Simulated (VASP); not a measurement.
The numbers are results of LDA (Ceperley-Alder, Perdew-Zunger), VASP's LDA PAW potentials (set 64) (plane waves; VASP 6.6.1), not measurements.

VASP ran on this input.

**POSCAR**
```
NiSi2
1
    3.8086960000     0.0000000000     0.0000000000
   -3.8086960000     3.8086960000     0.0000000000
    0.0000000000     0.0000000000    19.4260000000
Ni Si
4 8
Direct
  0.0139640000  -0.0043010000   0.4650340000
  0.9982630000   0.5120230000   0.3251700000
 -0.0032450000   0.0054880000   0.7384470000
  1.0298840000   0.5181400000   0.6085420000
  0.4989610000   0.0071600000   0.3942560000
  0.4932740000   0.4986300000   0.3973390000
  0.5119410000   0.5088380000   0.2553890000
  0.5045970000  -0.0008000000   0.2565100000
  0.4865980000  -0.0154610000   0.6734280000
  0.4760910000   0.4835130000   0.6771280000
  0.5046300000   0.5073590000   0.5328500000
  0.4850430000  -0.0205890000   0.5372620000
```

### KPOINTS
```
Automatic mesh
0
Gamma
10 7 1
0 0 0
```

**INCAR**
```
SYSTEM=NiSi2
PREC=Accurate; ENCUT=300; LREAL=F
LASPH=T
EDIFF=1E-6; NELM=100; ALGO=Normal
LMAXMIX=4
ISMEAR=-1; SIGMA=0.1
IBRION=2; NSW=50; ISIF=2
EDIFFG=-0.005
LWAVE=F; LCHARG=F
```

POTCAR, in this order: Ni Si (LDA.64 set). Program: vasp_std.

Output

File OSZICAR:
```
...
DAV:   3    -0.761446442114E+02   -0.21332E-05   -0.48238E-05  4368   0.127E-01    0.191E-02
DAV:   4    -0.761446400695E+02    0.41419E-05   -0.27679E-05  3776   0.877E-02    0.822E-03
DAV:   5    -0.761446399077E+02    0.16180E-06   -0.98760E-06  3749   0.617E-02
  18 F= -.76144640E+02 E0= -.76080764E+02  d E =-.142592E-03
       N       E                     dE             d eps       ncg     rms          rms(c)
DAV:   1    -0.761447152218E+02   -0.75152E-04   -0.45849E-02  3096   0.963E-01    0.352E-02
DAV:   2    -0.761447618981E+02   -0.46676E-04   -0.59083E-04  4280   0.260E-01    0.472E-02
DAV:   3    -0.761447495414E+02    0.12357E-04   -0.21239E-04  4426   0.243E-01    0.267E-02
DAV:   4    -0.761447459109E+02    0.36305E-05   -0.10263E-04  4736   0.166E-01    0.234E-02
DAV:   5    -0.761447385854E+02    0.73255E-05   -0.52375E-05  4720   0.149E-01    0.104E-02
DAV:   6    -0.761447381658E+02    0.41960E-06   -0.14889E-05  4464   0.572E-02    0.733E-03
DAV:   7    -0.761447375023E+02    0.66357E-06   -0.43792E-06  2673   0.345E-02
  19 F= -.76144738E+02 E0= -.76080813E+02  d E =-.975946E-04
       N       E                     dE             d eps       ncg     rms          rms(c)
DAV:   1    -0.761447445371E+02   -0.63713E-05   -0.11145E-02  3096   0.475E-01    0.174E-02
DAV:   2    -0.761447547081E+02   -0.10171E-04   -0.13369E-04  4176   0.113E-01    0.202E-02
DAV:   3    -0.761447535732E+02    0.11349E-05   -0.48862E-05  4338   0.115E-01    0.149E-02
DAV:   4    -0.761447518501E+02    0.17231E-05   -0.24562E-05  3624   0.790E-02    0.101E-02
DAV:   5    -0.761447505505E+02    0.12995E-05   -0.12454E-05  3848   0.722E-02    0.574E-03
DAV:   6    -0.761447502738E+02    0.27673E-06   -0.32293E-06  2269   0.326E-02
  20 F= -.76144750E+02 E0= -.76080798E+02  d E =-.110366E-03
       N       E                     dE             d eps       ncg     rms          rms(c)
DAV:   1    -0.761447776197E+02   -0.27069E-04   -0.63407E-03  3096   0.357E-01    0.157E-02
DAV:   2    -0.761447895053E+02   -0.11886E-04   -0.13808E-04  4392   0.122E-01    0.206E-02
DAV:   3    -0.761447872782E+02    0.22271E-05   -0.43276E-05  4285   0.106E-01    0.123E-02
DAV:   4    -0.761447864804E+02    0.79784E-06   -0.19699E-05  4016   0.763E-02    0.107E-02
DAV:   5    -0.761447852720E+02    0.12084E-05   -0.83974E-06  3416   0.633E-02    0.417E-03
DAV:   6    -0.761447853009E+02   -0.28898E-07   -0.31367E-06  2105   0.237E-02
  21 F= -.76144785E+02 E0= -.76080844E+02  d E =-.350271E-04
       N       E                     dE             d eps       ncg     rms          rms(c)
DAV:   1    -0.761447871619E+02   -0.18899E-05   -0.44365E-03  3096   0.299E-01    0.131E-02
DAV:   2    -0.761447954816E+02   -0.83198E-05   -0.95863E-05  4416   0.101E-01    0.177E-02
DAV:   3    -0.761447939012E+02    0.15804E-05   -0.31154E-05  4184   0.904E-02    0.101E-02
DAV:   4    -0.761447931571E+02    0.74418E-06   -0.12028E-05  3200   0.588E-02    0.762E-03
DAV:   5    -0.761447924963E+02    0.66073E-06   -0.49442E-06  2680   0.504E-02
  22 F= -.76144792E+02 E0= -.76080844E+02  d E =-.422225E-04
       N       E                     dE             d eps       ncg     rms          rms(c)
DAV:   1    -0.761448137842E+02   -0.20627E-04   -0.74161E-03  3096   0.381E-01    0.130E-02
DAV:   2    -0.761448180783E+02   -0.42941E-05   -0.65000E-05  3912   0.565E-02    0.859E-03
DAV:   3    -0.761448188751E+02   -0.79686E-06   -0.14725E-05  3773   0.651E-02    0.129E-02
DAV:   4    -0.761448172058E+02    0.16694E-05   -0.13272E-05  3440   0.603E-02    0.516E-03
DAV:   5    -0.761448173074E+02   -0.10164E-06   -0.60434E-06  2680   0.452E-02
  23 F= -.76144817E+02 E0= -.76080842E+02  d E =-.248111E-04
       N       E                     dE             d eps       ncg     rms          rms(c)
DAV:   1    -0.761448199613E+02   -0.27555E-05   -0.29324E-02  3096   0.760E-01    0.260E-02
DAV:   2    -0.761448382468E+02   -0.18285E-04   -0.26630E-04  4104   0.130E-01    0.200E-02
DAV:   3    -0.761448408311E+02   -0.25844E-05   -0.74254E-05  4477   0.151E-01    0.256E-02
DAV:   4    -0.761448348725E+02    0.59586E-05   -0.49907E-05  4120   0.115E-01    0.134E-02
DAV:   5    -0.761448340154E+02    0.85713E-06   -0.27320E-05  4256   0.987E-02    0.104E-02
DAV:   6    -0.761448328261E+02    0.11893E-05   -0.10641E-05  3856   0.612E-02    0.525E-03
DAV:   7    -0.761448324758E+02    0.35033E-06   -0.21020E-06  1757   0.227E-02
  24 F= -.76144832E+02 E0= -.76080841E+02  d E =-.399794E-04
       N       E                     dE             d eps       ncg     rms          rms(c)
DAV:   1    -0.761448552467E+02   -0.22421E-04   -0.79336E-03  3096   0.402E-01    0.130E-02
DAV:   2    -0.761448601476E+02   -0.49009E-05   -0.74386E-05  4056   0.720E-02    0.117E-02
DAV:   3    -0.761448609251E+02   -0.77747E-06   -0.26187E-05  4157   0.822E-02    0.139E-02
DAV:   4    -0.761448584787E+02    0.24464E-05   -0.14390E-05  3312   0.617E-02    0.516E-03
DAV:   5    -0.761448584116E+02    0.67073E-07   -0.58726E-06  3192   0.496E-02
  25 F= -.76144858E+02 E0= -.76080873E+02  d E =-.259359E-04
       N       E                     dE             d eps       ncg     rms          rms(c)
DAV:   1    -0.761448648259E+02   -0.63472E-05   -0.39577E-02  3096   0.899E-01    0.289E-02
DAV:   2    -0.761448880013E+02   -0.23175E-04   -0.36234E-04  3968   0.150E-01    0.238E-02
DAV:   3    -0.761448940641E+02   -0.60628E-05   -0.12854E-04  4437   0.183E-01    0.330E-02
DAV:   4    -0.761448798780E+02    0.14186E-04   -0.79105E-05  4680   0.140E-01    0.842E-03
DAV:   5    -0.761448799864E+02   -0.10837E-06   -0.21407E-05  4552   0.704E-02    0.940E-03
DAV:   6    -0.761448788623E+02    0.11241E-05   -0.10324E-05  4232   0.685E-02    0.424E-03
DAV:   7    -0.761448786427E+02    0.21960E-06   -0.13371E-06  1780   0.223E-02
  26 F= -.76144879E+02 E0= -.76080880E+02  d E =-.461670E-04
       N       E                     dE             d eps       ncg     rms          rms(c)
DAV:   1    -0.761448996520E+02   -0.20790E-04   -0.19706E-02  3096   0.631E-01    0.211E-02
DAV:   2    -0.761449117574E+02   -0.12105E-04   -0.17856E-04  4456   0.128E-01    0.225E-02
DAV:   3    -0.761449113856E+02    0.37179E-06   -0.70514E-05  4464   0.140E-01    0.196E-02
DAV:   4    -0.761449082428E+02    0.31428E-05   -0.38051E-05  4232   0.993E-02    0.126E-02
DAV:   5    -0.761449062908E+02    0.19520E-05   -0.19668E-05  4112   0.904E-02    0.641E-03
DAV:   6    -0.761449058044E+02    0.48638E-06   -0.34318E-06  2191   0.328E-02
  27 F= -.76144906E+02 E0= -.76080941E+02  d E =-.271617E-04
       N       E                     dE             d eps       ncg     rms          rms(c)
DAV:   1    -0.761449065575E+02   -0.26669E-06   -0.73751E-03  3096   0.386E-01    0.130E-02
DAV:   2    -0.761449113679E+02   -0.48105E-05   -0.68369E-05  4464   0.789E-02    0.134E-02
DAV:   3    -0.761449113803E+02   -0.12361E-07   -0.26092E-05  4213   0.865E-02    0.123E-02
DAV:   4    -0.761449101064E+02    0.12739E-05   -0.14446E-05  3392   0.628E-02    0.784E-03
DAV:   5    -0.761449093409E+02    0.76550E-06   -0.64890E-06  2864   0.548E-02
  28 F= -.76144909E+02 E0= -.76080965E+02  d E =-.306982E-04
       N       E                     dE             d eps       ncg     rms          rms(c)
DAV:   1    -0.761449154876E+02   -0.53812E-05   -0.38446E-03  3096   0.284E-01    0.112E-02
DAV:   2    -0.761449196349E+02   -0.41473E-05   -0.53363E-05  4336   0.690E-02    0.125E-02
DAV:   3    -0.761449195161E+02    0.11882E-06   -0.21417E-05  3840   0.742E-02    0.103E-02
DAV:   4    -0.761449182326E+02    0.12835E-05   -0.90668E-06  2712   0.482E-02    0.458E-03
DAV:   5    -0.761449181116E+02    0.12100E-06   -0.35572E-06  2448   0.385E-02
  29 F= -.76144918E+02 E0= -.76080972E+02  d E =-.877072E-05
```

**OUTCAR**
```
------------------------ aborting loop because EDIFF is reached ----------------------------------------
  FORCE on cell =-STRESS in cart. coord.  units (eV):
  Direction    XX          YY          ZZ          XY          YZ          ZX
  --------------------------------------------------------------------------------------
  Total       -5.2113317     -4.8736678     -0.3671419     -0.1691413      0.0014051      0.0025263
  in kB      -29.6294301    -27.7096157     -2.0874137     -0.9616658      0.0079890      0.0143638
  external PRESSURE =     -19.8088198 kB  Pullay stress =       0.0000000 kB
  volume of cell :      281.80
      direct lattice vectors                 reciprocal lattice vectors
     3.808696000  0.000000000  0.000000000     0.262557054  0.262557054  0.000000000
    -3.808696000  3.808696000  0.000000000     0.000000000  0.262557054  0.000000000
     0.000000000  0.000000000 19.426000000     0.000000000  0.000000000  0.051477401
 POSITION                                       TOTAL-FORCE (eV/Angst)
 -----------------------------------------------------------------------------------
      3.80844      0.00000      9.05732         0.001014      0.000608      0.000461
      1.90422      1.90440      6.50754        -0.000464     -0.000716     -0.000499
     -0.00035      3.80868     14.16584         0.001378     -0.000992      0.001042
     -1.90356      1.90431     11.64150        -0.002987     -0.000207     -0.001354
      1.90406      0.00008      7.75324         0.000327      0.000329      0.000674
     -0.00029      1.90456      7.75692         0.001253     -0.002110     -0.001369
     -0.00005      1.90446      5.04719        -0.000668     -0.000305      0.000586
      1.90420      0.00001      5.04927         0.000134      0.000511      0.001089
      1.90410      0.00005     13.06400         0.001396     -0.000806      0.000928
      0.00047      1.90422     13.06552        -0.001065      0.001632      0.000166
      0.00063      1.90411     10.37629        -0.001420      0.001782     -0.000016
     -1.90448      3.80860     10.37807         0.001103      0.000273     -0.001708
 -----------------------------------------------------------------------------------
    total drift:                                0.000693     -0.000105     -0.006313
  FREE ENERGIE OF THE ION-ELECTRON SYSTEM (eV)
  ---------------------------------------------------
  free  energy   TOTEN  =       -76.1449181116 eV

  energy  without entropy=      -76.0170267053  energy(sigma->0) =      -76.08097241

 reached required accuracy - stopping structural energy minimisation
```
(Selected blocks of OUTCAR.)

File CONTCAR:
```
NiSi2
   1.00000000000000
     3.8086959999999999    0.0000000000000000    0.0000000000000000
    -3.8086959999999999    3.8086959999999999    0.0000000000000000
     0.0000000000000000    0.0000000000000000   19.4259999999999984
  Ni              Si
     4     8
Direct
     0.9999328968288791    0.0000008585801441    0.4662472662274602
     0.9999791756487000    0.5000125574062042    0.3349911715833397
     0.9999037194115721    0.9999956117702605    0.7292208172096962
     0.0001977811308529    0.4999898186389158    0.5992740563918670
     0.4999464994715000    0.0000211707815849    0.3991166862129266
     0.4999784788590089    0.5000547861059611    0.3993060155998018
     0.5000153927042962    0.5000292188149662    0.2598159951888372
     0.4999639639719451    0.0000031226185574    0.2599230811877298
     0.4999488912470891    0.0000142182347604    0.6725007670282268
     0.5000894828780689    0.4999658734610163    0.6725789171963932
     0.5001027249395376    0.4999371512180827    0.5341443778484392
     0.4999419929085474    0.9999756123695459    0.5342358483252927
```

At this cut-off the stress carries a Pulay error, which pulls relaxed volumes low. The cell holds a wide vacuum, so values per volume refer to the whole cell.

The cell is a sheet with vacuum, built from a database entry that may be metastable or hypothetical. The run is not spin-polarised, so no magnetic state was tried.
